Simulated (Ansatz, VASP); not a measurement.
# Sb (antimonene 4 layers, AA'): VASP beside Ansatz

Aim: how closely do two programs agree when they are given the same cell, functional and k mesh? The cell is taken from a series of runs on this material, whose earlier steps may have relaxed, scaled, displaced or heated it; both programs get it as it stands.

Calculated with Ansatz 0.2.0; plane waves, with VASP 6.6.1 beside it; PBE with D3(BJ).

## (1) The structure

The cell holds 8 atoms: 8 Sb. Cell: a = 4.066 Å, b = 4.066 Å, c = 36.673 Å, α = 90.0°, β = 90.0°, γ = 120.0°. Vacuum lies along c.

Structure file:

```xyz
8
Lattice="4.0662 0.0000 0.0000 -2.0331 3.5214 0.0000 0.0000 0.0000 36.6727" Properties=species:S:1:pos:R:3
Sb    2.0331    1.1738    9.0000
Sb    0.0000    2.3476   10.6524
Sb    0.0000    2.3476   14.6791
Sb    2.0331    1.1738   16.3325
Sb    2.0331    1.1738   20.3402
Sb    0.0000    2.3476   21.9936
Sb    0.0000    2.3476   26.0203
Sb    2.0331    1.1738   27.6727
```

## (2) VASP: single point, PBE with D3(BJ)

A single point takes one fixed geometry, so differences don't come from the geometry; what else differs is listed under the comparison.

Lines of VASP's logs that name or quote its potential files are left out, and so is its time.

INCAR reads:

```
SYSTEM = Sb
PREC = Accurate
ENCUT = 400
EDIFF = 1E-06
NELM = 120
ISMEAR = -1
SIGMA = 0.02585
LREAL = .FALSE.
ALGO = Normal
GGA = PE
IVDW = 12
NBANDS = 28
LORBIT = 11
LWAVE = .FALSE.
LCHARG = .FALSE.
ISIF = 2
LDIPOL = .TRUE.
IDIPOL = 3
DIPOL = 0.5 0.5 0.5
LVHAR = .TRUE.
LASPH = .TRUE.
GGA_COMPAT = .FALSE.
EFERMI = MIDGAP
NELMDL = -8
KPAR = 2
```

POSCAR reads:

```
Sb
1.0
    4.0662192807      0.0000000000      0.0000000000
   -2.0331096403      3.5214491944      0.0000000000
    0.0000000000      0.0000000000     36.6727484256
Sb
8
Direct
    0.6666666667      0.3333333333      0.2454138396
    0.3333333334      0.6666666666      0.2904726897
    0.3333333334      0.6666666666      0.4002733468
    0.6666666667      0.3333333333      0.4453580023
    0.6666666667      0.3333333333      0.5546419977
    0.3333333334      0.6666666666      0.5997266532
    0.3333333334      0.6666666666      0.7095273103
    0.6666666667      0.3333333333      0.7545861604
```

KPOINTS reads:

```
Automatic mesh
0
Gamma
12 12 1
0 0 0
```

PAW data sets: Sb (PBE family, release 64).

Launch:

```
> mpirun -np 2 vasp_std
```

Numbers of over 12 decimals in the logs are rounded to 6 here.

The log of the run:

```text
[banner, memory and clock lines left out]
running    2 mpi-ranks, on    1 nodes
 distrk:  each k-point on    1 cores,    2 groups
 distr:  one band on    1 cores,    1 groups

 POSCAR found type information on POSCAR Sb
 POSCAR found :  1 types and       8 ions
 LDA part: xc-table for (Slater+PW92), standard interpolation
 POSCAR, INCAR and KPOINTS ok, starting setup
 FFT: planning ... GRIDC
 FFT: planning ... GRID_SOFT
 FFT: planning ... GRID
 WAVECAR not read
 entering main loop
       N       E                     dE             d eps       ncg     rms          rms(c)
DAV:   1     0.198817340469E+03    0.19882E+03   -0.10495E+04  1064   0.833E+02
DAV:   2    -0.114955282280E+02   -0.21031E+03   -0.20495E+03  1456   0.157E+02
DAV:   3    -0.317720889866E+02   -0.20277E+02   -0.20054E+02  1232   0.534E+01
DAV:   4    -0.324673011353E+02   -0.69521E+00   -0.69342E+00  1548   0.112E+01
DAV:   5    -0.324902742320E+02   -0.22973E-01   -0.22963E-01  1564   0.230E+00
DAV:   6    -0.324910034780E+02   -0.72925E-03   -0.72918E-03  1600   0.354E-01
DAV:   7    -0.324910256991E+02   -0.22221E-04   -0.22220E-04  1512   0.559E-02
DAV:   8    -0.324910264424E+02   -0.74327E-06   -0.74323E-06  1360   0.843E-03    0.602E+00
DAV:   9    -0.323803064423E+02    0.11072E+00   -0.60278E-02  1172   0.952E-01    0.372E+00
DAV:  10    -0.323155917101E+02    0.64715E-01   -0.15398E-01  1216   0.156E+00    0.196E-01
DAV:  11    -0.323188023930E+02   -0.32107E-02   -0.94002E-03  1304   0.399E-01    0.807E-02
DAV:  12    -0.323192969063E+02   -0.49451E-03   -0.10642E-03  1388   0.145E-01    0.349E-02
DAV:  13    -0.323193918312E+02   -0.94925E-04   -0.13297E-04  1300   0.449E-02    0.187E-02
DAV:  14    -0.323194491321E+02   -0.57301E-04   -0.65604E-05  1252   0.300E-02    0.986E-03
[...]
DAV:  18    -0.323196228634E+02   -0.57112E-05   -0.53595E-07   980   0.303E-03    0.134E-03
DAV:  19    -0.323196358202E+02   -0.12957E-04   -0.13847E-06   932   0.340E-03    0.991E-04
DAV:  20    -0.323196375933E+02   -0.17732E-05   -0.19471E-07   896   0.148E-03    0.443E-04
DAV:  21    -0.323196431435E+02   -0.55501E-05   -0.11958E-07   820   0.143E-03    0.962E-04
DAV:  22    -0.323196447239E+02   -0.15804E-05   -0.17951E-07   888   0.103E-03    0.609E-04
DAV:  23    -0.323196461800E+02   -0.14561E-05   -0.23713E-08   728   0.704E-04    0.171E-04
DAV:  24    -0.323196472990E+02   -0.11190E-05   -0.39628E-08   732   0.604E-04    0.288E-04
DAV:  25    -0.323196477118E+02   -0.41278E-06   -0.13532E-08   712   0.434E-04
   1 F= -.34803658E+02 E0= -.34803655E+02  d E =-.711958E-05
```

Parts of OUTCAR (step 2):

```text
ion  position               nearest neighbor table
   1  0.667  0.333  0.245-   2 2.87   2 2.87   2 2.87
   2  0.333  0.667  0.290-   1 2.87   1 2.87   1 2.87
   3  0.333  0.667  0.400-   4 2.87   4 2.87   4 2.87
   4  0.667  0.333  0.445-   3 2.87   3 2.87   3 2.87
   5  0.667  0.333  0.555-   6 2.87   6 2.87   6 2.87
   6  0.333  0.667  0.600-   5 2.87   5 2.87   5 2.87
   7  0.333  0.667  0.710-   8 2.87   8 2.87   8 2.87
   8  0.667  0.333  0.755-   7 2.87   7 2.87   7 2.87

  LATTYP: Found a hexagonal cell.
 ALAT       =     4.0662192807
 C/A-ratio  =     9.0188811508

 Subroutine GETGRP returns: Found 12 space group operations
 (whereof 12 operations were pure point group operations)

The static configuration has the point symmetry D_3h.

 Found     19 irreducible k-points:

   k-points           NKPTS =     19   k-points in BZ     NKDIM =     19   number of bands    NBANDS=     28

   dimension x,y,z NGX =    28 NGY =   28 NGZ =  240
   dimension x,y,z NGXF=    56 NGYF=   56 NGZF=  480

   ENCUT  =  400.0 eV  29.40 Ry    5.42 a.u.   6.63  6.63 59.80*2*pi/ulx,y,z

   NELECT =      40.0000    total number of electrons

 k-points in reciprocal lattice and weights: Automatic mesh
   0.00000000  0.00000000  0.00000000       0.007
   0.08333333  0.00000000  0.00000000       0.042
   0.16666667  0.00000000  0.00000000       0.042
   0.25000000  0.00000000  0.00000000       0.042
   0.33333333  0.00000000  0.00000000       0.042
   0.41666667  0.00000000  0.00000000       0.042
   0.50000000  0.00000000  0.00000000       0.021
   0.08333333  0.08333333  0.00000000       0.042
   0.16666667  0.08333333  0.00000000       0.083
[...]
0.33333333  0.25000000  0.00000000       0.083
   0.33333333  0.33333333  0.00000000       0.014

 dipolmoment           0.000000      0.000000     -0.000000 electrons x Angstroem

 average (electrostatic) potential at core
       1 -91.8256       2 -91.8309       3 -91.8366       4 -91.8375       5 -91.8375
       6 -91.8366       7 -91.8309       8 -91.8256

 E-fermi :   1.0326

 k-point     1 :       0.0000    0.0000    0.0000
  band No.  band energies     occupation
    ...
     16       0.5327      2.00000
     17       0.5327      2.00000
     18       0.5534      2.00000
     19       0.5534      2.00000
     20       0.7180      1.99999
     21       1.9467      0.00000
     22       2.2299      0.00000
     23       2.4498      0.00000
     24       2.5677      0.00000
     25       3.2038      0.00000
    ...

 k-point     2 :       0.0833    0.0000    0.0000
  band No.  band energies     occupation
    ...
     16       0.2874      2.00000
     17       0.3202      2.00000
     18       0.3534      2.00000
     19       0.3740      2.00000
     20       0.7762      1.99990
     21       2.4672      0.00000
     22       2.6582      0.00000
     23       2.8188      0.00000
     24       2.9200      0.00000
     25       3.0868      0.00000
    ...

 k-point     3 :       0.1667    0.0000    0.0000
  band No.  band energies     occupation
    ...
     16      -0.0754      2.00000
     17      -0.0424      2.00000
     18      -0.0218      2.00000
     19       0.1964      2.00000
     20       0.7583      1.99995
     21       2.0712      0.00000
     22       2.2128      0.00000
     23       2.3713      0.00000
     24       2.5193      0.00000
     25       3.6281      0.00000
    ...

 Edisp (eV)   -2.48401

  Total       0.13450     0.13450     0.51186     0.00000     0.00000    -0.00000
  in kB       0.41037     0.41037     1.56172     0.00000     0.00000    -0.00000
  external pressure =        0.79 kB  Pullay stress =        0.00 kB

  energy-cutoff  :      400.00
  volume of cell :      525.12
      direct lattice vectors                 reciprocal lattice vectors
     4.066219281  0.000000000  0.000000000     0.245928695  0.141986998  0.000000000
    -2.033109640  3.521449194  0.000000000     0.000000000  0.283973996  0.000000000
     0.000000000  0.000000000 36.672748426     0.000000000  0.000000000  0.027268204

 POSITION                                       TOTAL-FORCE (eV/Angst)
 -----------------------------------------------------------------------------------
      2.03311      1.17382      9.00000        -0.000000     -0.000000     -0.085535
      0.00000      2.34763     10.65243        -0.000000     -0.000000      0.087536
      0.00000      2.34763     14.67912         0.000000     -0.000000     -0.086260
      2.03311      1.17382     16.33250         0.000000      0.000000      0.086537
      2.03311      1.17382     20.34025         0.000000     -0.000000     -0.086537
      0.00000      2.34763     21.99362         0.000000      0.000000      0.086260
      0.00000      2.34763     26.02032        -0.000000     -0.000000     -0.087536
      2.03311      1.17382     27.67275        -0.000000     -0.000000      0.085535
 -----------------------------------------------------------------------------------
    total drift:                               -0.000001      0.000000      0.000000

  FREE ENERGIE OF THE ION-ELECTRON SYSTEM (eV)
  ---------------------------------------------------
  free  energy   TOTEN  =       -34.8036581807 eV

  energy  without entropy=      -34.8036510611  energy(sigma->0) =      -34.80365462

 vacuum level on the upper side and lower side of the slab         5.271         5.271

 total charge
# of ion       s       p       d       tot
------------------------------------------
    1        1.211   1.170   0.028   2.409
    2        1.215   1.169   0.028   2.412
    3        1.215   1.169   0.028   2.412
    4        1.215   1.169   0.028   2.412
    5        1.215   1.169   0.028   2.412
    6        1.215   1.169   0.028   2.412
    7        1.215   1.169   0.028   2.412
    8        1.211   1.170   0.028   2.409
--------------------------------------------------
tot          9.713   9.352   0.224  19.289

[... 3 further parts left out ...]
```

## (3) Ansatz: single point, PBE with D3(BJ)

Ansatz runs on its PAW soft_1 files.

The same cell, functional, mesh and smearing now go to Ansatz, which takes its cutoff from its data sets.

input.yaml reads:

```yaml
crystal:
  lattice:
    - [4.0662192807, 0.0, 0.0]
    - [-2.0331096403, 3.5214491944, 0.0]
    - [0.0, 0.0, 36.6727484256]
  atoms:
    - { symbol: Sb, position: [0.6666666667, 0.3333333333, 0.2454138396] }
    - { symbol: Sb, position: [0.3333333333, 0.6666666667, 0.2904726897] }
    - { symbol: Sb, position: [0.3333333333, 0.6666666667, 0.4002733468] }
    - { symbol: Sb, position: [0.6666666667, 0.3333333333, 0.4453580023] }
    - { symbol: Sb, position: [0.6666666667, 0.3333333333, 0.5546419977] }
    - { symbol: Sb, position: [0.3333333333, 0.6666666667, 0.5997266532] }
    - { symbol: Sb, position: [0.3333333333, 0.6666666667, 0.7095273103] }
    - { symbol: Sb, position: [0.6666666667, 0.3333333333, 0.7545861604] }
kpoints:
  mp_grid: { grid: [12, 12, 1] }
  band_path:
    path: [[0, 0, 0], [0.5, 0, 0], [0.33333333, 0.33333333, 0], [0, 0, 0]]
    npoints: 16
hamiltonian:
  xc: pbe
  dispersion: d3bj
  pseudopotentials: { kind: paw, azcp: { folder: soft_1 } }
scf:
  occupations: { method: fermi_dirac, width: 0.02585 }
  convergence: { dr2_threshold: 1.0e-10 }
efield:
  axis: 3
  dipole_correction: true
  ramp_position: 0.97
  ramp_width: 0.06
  amplitude: 0
output:
  dos: { projected: true, e_range: [-6, 5] }
  write_potential: true
  write_density: true
  volumetric_format: npy
  elf: true
```

Launch:

```
> ansatz run input.yaml --threads 4 --pin off --max-ram 8192MiB --backend cpu --events-out ev --progress --plain --runs-dir out
```

The log of the run:

```text
Engine: ansatz 0.2.0, x86_64-unknown-linux-gnu
Pseudopotentials: kind: paw
Pseudopotential: Sb, paw, valence charge 15, recommended cutoff 420 eV (normal), soft_1/Sb.paw.azcp
Functional definition: PBE
  parameter kappa = 0.804
  parameter beta = 0.066725
  exchange = pbe_x(kappa = kappa, mu = beta*pi^2/3)
  correlation = pbe_c(beta = beta)
Crystal: 8 atoms, lattice volume = 525.117 Å³
Basis set: ecut = 420 eV, 10227 PW (Γ)
Bands: 72, of which v1, the nominal top of the filled ones, is band 60 counted from 1 (59 counted from 0)
Symmetry: 6 space group operations
k-points: 19 of 144 (time reversal used)
Non-local potential: Sb, projectors of the file, l = 0: 2, l = 1: 2, l = 2: 2, l = 3: 1
PAW form: soft (Blöchl's): semilocal exchange-correlation on the pseudo side does not see the compensation charge
PAW one-centre angular grid: Sb, 590 points (default); XC on 64 Gauss nodes
Initial density: superposition of atomic densities (neutral atoms: chi_scale 0, normalization atom)
Initial wavefunctions: pseudopotential atomic-orbital guess
Functional: x = pbe(κ = 0.804, μ = 0.219515), c = pbe(β = 0.066725)
iter 1 solved again at ethr=7.82e-4 eV; its pass at ethr=3.10e-3 eV (dr2=9.38e-1 eV) is discarded
SCF iter   1: F=—  HF=-51878.463427 eV  |F-HF|=—  |Δ(HF+E_count)|=         —  Δρ=1.30e-2  dr2=9.48e-1  ethr=7.82e-4  p=0.000 e·Å  D=3.08e-14 V/Å  ΔV_dip=-0.00 eV  dr2_dipole=3.29e-10  V_vac-E_F(+/−)=4.79/4.79 eV  ⟨swp⟩=1.3  Hψ=7159  notcnv=0
efield: sawtooth ramp at fractional position 0.9700 (set: `efield.ramp_position`, or a place that a band, a saddle search or an elastic batch's reference lends), width 0.0600; the density the first Hamiltonian is built on has a dipole p = 0.000 e·Å; the dipole correction subtracts the counter field D = 3.08e-14 V/Å, which shifts the + side's vacuum level by -0.00 eV against the − side's; the planar-averaged density in the ramp window peaks in size at 4.1e-8 e/Å³
preconditioner: auto → Resta (q_TF=auto, 2.133 Å⁻¹)  ε∞=2.9  [insulator: Δε(μ)=0.520 eV  Ē_g=7.391 eV  σ=0.026 eV  W_gap=1.00  n_scr=102 (ndim 8)  ℏωp=10.2 eV  f_vac=0.407  D(μ)=0.00/eV (n_scr^D=0)  ε∞_Penn≈2.9  vacuum switching on, ρ_ref=4.0e-3 e/Å³]
SCF iter   2: F=—  HF=-51878.379979 eV  |F-HF|=—  |Δ(HF+E_count)|=   8.34e-2  Δρ=7.57e-3  dr2=3.39e-1  ethr=7.82e-4  p=-0.000 e·Å  D=-2.93e-6 V/Å  ΔV_dip=0.00 eV  dr2_dipole=2.38e-10  V_vac-E_F(+/−)=4.58/4.58 eV  ⟨swp⟩=2.0  Hψ=1568  notcnv=0
SCF iter   3: F=—  HF=-51878.343450 eV  |F-HF|=—  |Δ(HF+E_count)|=   3.65e-2  Δρ=7.75e-4  dr2=5.52e-3  ethr=2.82e-4  p=0.000 e·Å  D=7.22e-6 V/Å  ΔV_dip=-0.00 eV  dr2_dipole=8.18e-9  V_vac-E_F(+/−)=4.28/4.28 eV  ⟨swp⟩=3.2  Hψ=2075  notcnv=0
SCF iter   4: F=—  HF=-51878.348461 eV  |F-HF|=—  |Δ(HF+E_count)|=   5.01e-3  Δρ=5.09e-4  dr2=1.30e-2  ethr=4.60e-6  p=-0.000 e·Å  D=-1.49e-5 V/Å  ΔV_dip=0.00 eV  dr2_dipole=5.32e-8  V_vac-E_F(+/−)=4.19/4.19 eV  ⟨swp⟩=3.4  Hψ=2616  notcnv=0
SCF iter   5: F=—  HF=-51878.348273 eV  |F-HF|=—  |Δ(HF+E_count)|=   1.87e-4  Δρ=1.52e-4  dr2=9.02e-4  ethr=4.60e-6  p=0.000 e·Å  D=7.67e-6 V/Å  ΔV_dip=-0.00 eV  dr2_dipole=1.47e-8  V_vac-E_F(+/−)=4.26/4.26 eV  ⟨swp⟩=2.4  Hψ=1847  notcnv=0  defer=3
SCF iter   6: F=—  HF=-51878.348258 eV  |F-HF|=—  |Δ(HF+E_count)|=   1.53e-5  Δρ=7.80e-5  dr2=2.80e-4  ethr=7.51e-7  p=-0.000 e·Å  D=-8.17e-6 V/Å  ΔV_dip=0.00 eV  dr2_dipole=1.40e-8  V_vac-E_F(+/−)=4.23/4.23 eV  ⟨swp⟩=2.0  Hψ=1601  notcnv=0  defer=3
SCF iter   7: F=—  HF=-51878.348252 eV  |F-HF|=—  |Δ(HF+E_count)|=   6.10e-6  Δρ=3.95e-5  dr2=2.48e-5  ethr=2.34e-7  p=0.000 e·Å  D=3.27e-6 V/Å  ΔV_dip=-0.00 eV  dr2_dipole=2.44e-9  V_vac-E_F(+/−)=4.23/4.23 eV  ⟨swp⟩=2.0  Hψ=1534  notcnv=0  defer=3
SCF iter   8: F=—  HF=-51878.348263 eV  |F-HF|=—  |Δ(HF+E_count)|=   1.07e-5  Δρ=1.38e-5  dr2=1.71e-6  ethr=2.07e-8  p=-0.000 e·Å  D=-3.47e-6 V/Å  ΔV_dip=0.00 eV  dr2_dipole=2.58e-9  V_vac-E_F(+/−)=4.23/4.23 eV  ⟨swp⟩=2.0  Hψ=1689  notcnv=0  defer=3
SCF iter   9: F=—  HF=-51878.348233 eV  |F-HF|=—  |Δ(HF+E_count)|=   2.93e-5  Δρ=3.98e-6  dr2=2.05e-7  ethr=1.42e-9  p=0.000 e·Å  D=1.54e-5 V/Å  ΔV_dip=-0.00 eV  dr2_dipole=5.15e-8  V_vac-E_F(+/−)=4.23/4.23 eV  ⟨swp⟩=2.1  Hψ=1846  notcnv=0  defer=3
SCF iter  10: F=—  HF=-51878.348234 eV  |F-HF|=—  |Δ(HF+E_count)|=   2.68e-7  Δρ=2.52e-6  dr2=2.87e-7  ethr=1.71e-10  p=-0.000 e·Å  D=-2.90e-5 V/Å  ΔV_dip=0.00 eV  dr2_dipole=1.83e-7  V_vac-E_F(+/−)=4.23/4.23 eV  ⟨swp⟩=2.9  Hψ=2597  notcnv=0  defer=3
SCF iter  11: F=—  HF=-51878.348234 eV  |F-HF|=—  |Δ(HF+E_count)|=   1.36e-8  Δρ=8.26e-7  dr2=5.59e-9  ethr=1.71e-10  p=0.000 e·Å  D=8.02e-7 V/Å  ΔV_dip=-0.00 eV  dr2_dipole=1.46e-10  V_vac-E_F(+/−)=4.23/4.23 eV  ⟨swp⟩=2.0  Hψ=1530  notcnv=0  defer=3
SCF iter  12: F=—  HF=-51878.348234 eV  |F-HF|=—  |Δ(HF+E_count)|=   1.22e-8  Δρ=3.49e-7  dr2=1.17e-9  ethr=4.66e-12  p=0.000 e·Å  D=5.65e-8 V/Å  ΔV_dip=-0.00 eV  dr2_dipole=1.27e-12  V_vac-E_F(+/−)=4.23/4.23 eV  ⟨swp⟩=2.8  Hψ=2429  notcnv=0  defer=3
SCF iter  13: F=—  HF=-51878.348234 eV  |F-HF|=—  |Δ(HF+E_count)|=   2.40e-9  Δρ=2.01e-7  dr2=2.50e-9  ethr=1.00e-12  p=-0.000 e·Å  D=-4.35e-7 V/Å  ΔV_dip=0.00 eV  dr2_dipole=3.13e-11  V_vac-E_F(+/−)=4.23/4.23 eV  ⟨swp⟩=2.0  Hψ=1736  notcnv=0  defer=3
SCF iter  14: F=-51878.348234 eV  HF=-51878.348234 eV  |F-HF|=7.28e-12  |Δ(HF+E_count)|=  6.55e-11  Δρ=3.97e-8  dr2=2.58e-11  ethr=1.00e-12  p=0.000 e·Å  D=6.13e-8 V/Å  ΔV_dip=-0.00 eV  dr2_dipole=4.57e-13  V_vac-E_F(+/−)=4.23/4.23 eV  ⟨swp⟩=2.3  Hψ=3320  notcnv=0
SCF 1 converged in 14 iterations: F = -51878.348234 eV  dr2 = 2.58e-11
  greatest PAW one-centre occupation: 0.996 electrons in one spin orbital (limit 2), on the Sb atom at site 0 (counted from 0), in its partial waves of l = 2
NSCF: frozen V_eff on 49 k-points
efield: sawtooth ramp at fractional position 0.9700 (kept from the solve that this one continues, or follows in the run), width 0.0600; the density the first Hamiltonian is built on has a dipole p = 0.000 e·Å; the dipole correction subtracts the counter field D = 6.13e-8 V/Å, which shifts the + side's vacuum level by -0.00 eV against the − side's; the planar-averaged density in the ramp window peaks in size at 5.2e-8 e/Å³
WARN: The output density's exchange-correlation potential varies sharply where the density is thin. Do not read a vacuum level from v_tot or v_xc, or from such a field of the output density. On a cell that repeats whose density bears no net charge and no dipole along the vacuum's axis use v_es (v_loc + v_h of the components); under efield.dipole_correction with no amplitude use v_es + v_field, which holds any externa [...]
SCF converged after 14 iterations
Free energy (F): -51878.348234 eV
Harris-Foulkes:  -51878.348234 eV  (|F-HF|=7.28e-12)
Internal energy: -51878.348230 eV  (E = F + TS)
E sigma→0 (E₀):  -51878.348232 eV
Entropy (-TS):   -0.000004 eV (-0.000 meV/atom)
Fermi energy:    2.423772 eV
Dipole field:    D = -0.000001 V/Å  (p = -0.000001 e·Å, saw-weighted, corrected)
Work function:   Φ+ = 4.2281 eV   Φ− = 4.2280 eV
Levels:          The Fermi level and band energies are counted from a zero that moves with the ramp; work functions are not
--- Per-component energies (eV) ---
  E_band       = -2235.179477
  E_kinetic    = 1298.484813
  E_local      = -102658.837618  (includes V_loc(G=0)·N_el)
  E_nonlocal   = 3117.667320
  E_hartree    = 49791.954023
  E_xc         = -787.463689
  E_vxc        = -721.033685  (∫ρ·V_xc dr)
  E_paw        = -36348.292417  (= ΣΔE_a)
  E_vpaw       = -2855.369638  (= ΣTr[D̂ρ^β])
  E_aug_tail   = 0.001100  (compensation charges beyond the density's cutoff)
  E_efield     = 0.000000  (sawtooth field / dipole correction)
  E_vefield    = 0.000000  (∫n·V_field dr)
  E_ewald      = 33710.622730
  E_disp       = -2.484490  (pairwise vdW)
  E_smearing   = -0.000004  (= −TS)
  E_closure    = 0.000000  (closes the sum)
  Σ components = -51878.348234   (vs F -51878.348234, Δ=0.00e0)
--- Band table (eV; the first three rows and the last of 19) ---
  k-point 0: bands = [... 56 lower, 1.9530, 1.9742, 1.9742, 2.0952, 3.3929, 3.6764, 3.9027, 4.0259, ... 8 higher]
  k-point 1: bands = [... 56 lower, 1.7406, 1.7741, 1.7952, 2.1510, 3.8985, 4.0879, 4.2482, 4.3513, ... 8 higher]
  k-point 2: bands = [... 56 lower, 1.3793, 1.4003, 1.5710, 2.1295, 3.4813, 3.6244, 3.7861, 3.9381, ... 8 higher]
  k-point 18: bands = [... 56 lower, -0.0211, 0.2698, 0.3237, 0.3568, 2.8412, 3.0668, 3.3451, 3.5845, ... 8 higher]
```

## (4) Comparison

Known differences besides the potentials themselves: the data sets hold 120 valence electrons in Ansatz (on its PAW soft_1 files) and 40 in VASP; the cutoff is 420 eV in Ansatz and 400 eV in VASP. Total energies have different zeros and are not compared.

The two programs side by side:

```
              quantity  Ansatz   VASP  difference
gap on the k mesh (eV)   0.506  0.470      +0.036
```

A gap on the mesh is an upper bound, since the band edges may lie between its points. Where the cell holds vacuum, a pressure given here is an average over it and none of the material.

## (5) Summary of results

| Item | Value |
| --- | --- |
| difference in gap on the k mesh (single point, PBE with D3(BJ)) | 0.036 eV |

The difference in gap on the k mesh is 0.036 eV (single point, PBE with D3(BJ)), within the 0.08 eV picked in this series as the mark of a large difference. The data sets hold unlike numbers of valence electrons (120 in Ansatz and 40 in VASP), so part of the differences may come from the potentials. How closely two codes agree says nothing of how well the functional describes the real material.

[Lines on the potential files, build, host, timing and source positions are cut from VASP's logs without a mark.]

[Logs are printed without paths, hosts, clocks, repeated set-up lines and the standing remarks that a program may print on its own settings, such as how far it seeks lower states.]

[Hosts, paths, dates, database ids (printed as entryN), source tags and the programs' standing remarks are cut or masked in the printed files.]
